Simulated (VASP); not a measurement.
Here is a VASP 6.6.1 calculation.

Contents of INCAR:

```
  PREC = Accurate
  ENCUT = 600
  EDIFF = 1E-6
  ISMEAR = 0
  SIGMA = 0.03
  LREAL = F
  LASPH = T
  NELM = 80
  ALGO = Normal
  ISIF = 3
  LWAVE = F
  LCHARG = F
  METAGGA = R2SCAN
  LMIXTAU = T
  IBRION = 2
  NSW = 90
  EDIFFG = -0.01
  KPAR = 4
```

File KPOINTS:

```
Automatic mesh
0
Gamma
  6 6 6
```

POSCAR

```
Nb4SiSb2
1.0
   -5.1819000000      5.1819000000      2.4575500000
    5.1819000000     -5.1819000000      2.4575500000
    5.1819000000      5.1819000000     -2.4575500000
Nb Si Sb
8 2 4
Direct
    0.0853000000      0.7930500000      0.8783500000
    0.9147000000      0.2069500000      0.1216500000
    0.7930500000      0.9147000000      0.7077500000
    0.2069500000      0.0853000000      0.2922500000
    0.4147000000      0.2930500000      0.7077500000
    0.5853000000      0.7069500000      0.2922500000
    0.7069500000      0.4147000000      0.1216500000
    0.2930500000      0.5853000000      0.8783500000
    0.2500000000      0.2500000000      0.0000000000
    0.7500000000      0.7500000000      0.0000000000
    0.8596300000      0.6403700000      0.5000000000
    0.1403700000      0.3596300000      0.5000000000
    0.6403700000      0.1403700000      0.7807400000
    0.3596300000      0.8596300000      0.2192600000
```

Potentials or basis: VASP PAW PBE potentials, release 64 (Nb_sv, Si, Sb).

Run with:

```sh
$ cat potpaw_PBE.64/Nb_sv/POTCAR potpaw_PBE.64/Si/POTCAR potpaw_PBE.64/Sb/POTCAR > POTCAR
$ mpirun -np 4 vasp_std > vasp.out
```

(1) Predict the relaxed cell.

(2) Estimate the band gap on the k mesh.

(3) Estimate the space group after relaxing (to 0.05 Å).

(4) Predict the relaxed volume.

Results:

(1) a = 7.785 Å, b = 7.785 Å, c = 7.785 Å, α = 95.73°, β = 95.73°, γ = 143.17°.

(2) none (metal or under the smearing width).

(3) I4/mcm (No. 140).

(4) 19.17 Å³/atom.

Caveat: the PAW data sets were made with another functional, which shifts forces and pressure a little.
